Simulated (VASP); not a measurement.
Method: PBEsol GGA, VASP's PBE PAW potentials (set 64) (plane waves; VASP).

VASP input:

**POSCAR**
```
Os
1.0
  1.3592392845  -2.3542711500   0.0000000000
  1.3592392845   2.3542711500   0.0000000000
  0.0000000000   0.0000000000   4.2984933677
Os
2
direct
  0.3333330000   0.6666670000   0.2500000000
  0.6666670000   0.3333330000   0.7500000000
```

### INCAR
```
SYSTEM  =  Os
PREC  =  Accurate; ENCUT  =  500; LREAL  =  .FALSE.
LASPH  =  .TRUE.
EDIFF  =  1E-6; NELM  =  100; ALGO  =  Normal
LMAXMIX  =  6
ISMEAR  =  1; SIGMA  =  0.1
GGA  =  PS
IBRION  =  2; NSW  =  40; ISIF  =  3
EDIFFG  =  -0.02; PSTRESS  =  50
LWAVE  =  .FALSE.; LCHARG  =  .FALSE.
```

**KPOINTS**
```
Automatic mesh
0
Gamma
15 15 9
0 0 0
```

POTCAR, in this order: Os (PBE.64 set). Program: vasp_std.

The run wrote:

File OSZICAR:
```
       N       E                     dE             d eps       ncg     rms          rms(c)
DAV:   1     0.101285253726E+03    0.10129E+03   -0.75293E+03  3240   0.124E+03
DAV:   2    -0.184975728628E+02   -0.11978E+03   -0.10891E+03  3376   0.396E+02
DAV:   3    -0.258066136044E+02   -0.73090E+01   -0.66943E+01  4104   0.776E+01
DAV:   4    -0.260069416792E+02   -0.20033E+00   -0.19789E+00  3360   0.133E+01
DAV:   5    -0.260091082908E+02   -0.21666E-02   -0.21658E-02  3852   0.114E+00    0.252E+01
DAV:   6    -0.248398338587E+02    0.11693E+01   -0.12607E+00  3484   0.103E+01    0.115E+01
DAV:   7    -0.244949559315E+02    0.34488E+00   -0.87623E-01  3692   0.851E+00    0.533E-01
DAV:   8    -0.244881708977E+02    0.67850E-02   -0.82180E-03  3328   0.769E-01    0.308E-01
DAV:   9    -0.244858921004E+02    0.22788E-02   -0.15256E-03  3464   0.488E-01    0.583E-02
DAV:  10    -0.244859244413E+02   -0.32341E-04   -0.56698E-05  3664   0.773E-02    0.113E-02
DAV:  11    -0.244858964514E+02    0.27990E-04   -0.69590E-06  3360   0.320E-02    0.102E-03
DAV:  12    -0.244858958898E+02    0.56160E-06   -0.15557E-07  1716   0.437E-03
   1 F= -.23627361E+02 E0= -.23627690E+02  d E =-.236274E+02
```

### OUTCAR
```
------------------------ aborting loop because EDIFF is reached ----------------------------------------
  FORCE on cell =-STRESS in cart. coord.  units (eV):
  Direction    XX          YY          ZZ          XY          YZ          ZX
  --------------------------------------------------------------------------------------
  Total        0.8206834      0.8206832      0.8716305      0.0000000     -0.0000000      0.0000000
  in kB       47.7955623     47.7955481     50.7626597      0.0000000     -0.0000000      0.0000000
  external PRESSURE =      -1.2154100 kB  Pullay stress =      50.0000000 kB
  volume of cell :       27.51
      direct lattice vectors                 reciprocal lattice vectors
     1.359239285 -2.354271150  0.000000000     0.367852817 -0.212379955  0.000000000
     1.359239285  2.354271150  0.000000000     0.367852817  0.212379955  0.000000000
     0.000000000  0.000000000  4.298493368     0.000000000  0.000000000  0.232639652
 POSITION                                       TOTAL-FORCE (eV/Angst)
 -----------------------------------------------------------------------------------
      1.35924      0.78476      1.07462         0.000000      0.000000      0.000000
      1.35924     -0.78476      3.22387        -0.000000      0.000000      0.000000
 -----------------------------------------------------------------------------------
    total drift:                                0.000001      0.000019     -0.000020
  FREE ENERGIE OF THE ION-ELECTRON SYSTEM (eV)
  ---------------------------------------------------
  free  energy   TOTEN  =       -24.4858958898 eV

  energy  without entropy=      -24.4868850793  energy(sigma->0) =      -24.48622562
  enthalpy is  TOTEN    =       -23.6273607466 eV   P V=        0.8585351431

 reached required accuracy - stopping structural energy minimisation
```
(Selected blocks of OUTCAR.)

The compound is Os in the hcp structure. It was relaxed first under an external pressure of 5 GPa.
